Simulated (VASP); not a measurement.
Zr, 2 atoms in the cell. It takes space group P6_3/mmc (No. 194, hexagonal). Conventional cell: a = 3.185 Å, b = 3.185 Å, c = 5.110 Å, α = 90.00°, β = 90.00°, γ = 120.00°. Around Zr (site symmetry -6m2) lie 12 Zr at 3.15 to 3.19 Å. 

```yaml
Program: VASP 6.6.1
Task: relaxation of cell and atoms
Functional: PBE
Dispersion: D3(BJ)
Potentials_or_basis: VASP PAW PBE potentials, release 64 (Zr_sv)
Cutoff: 600 eV
k_mesh: 15 × 15 × 7
Occupations: methfessel-paxton, width 0.1 eV
Spin: no spin polarisation
Further_INCAR_settings: ALGO = Normal; EDIFF = 1e-07; IBRION = 2; EDIFFG = -0.005; NSW = 90; ISIF = 3
```

Potentials or basis: VASP PAW PBE potentials, release 64 (Zr_sv).

The run is started by

```console
$ cat potpaw_PBE.64/Zr_sv/POTCAR > POTCAR
$ mpirun -np 1 vasp_std > vasp.out
```

Hardware: 1 thread of Intel(R) Xeon(R) Platinum 8488C (Sapphire Rapids) (shared host).

How long does it take, and how much memory?

It took 2.3 min on 1 thread of Intel(R) Xeon(R) Platinum 8488C (Sapphire Rapids), on a shared host, peak memory 0.24 GiB. Counts: scf iterations 27, k points 108, ion steps 3.
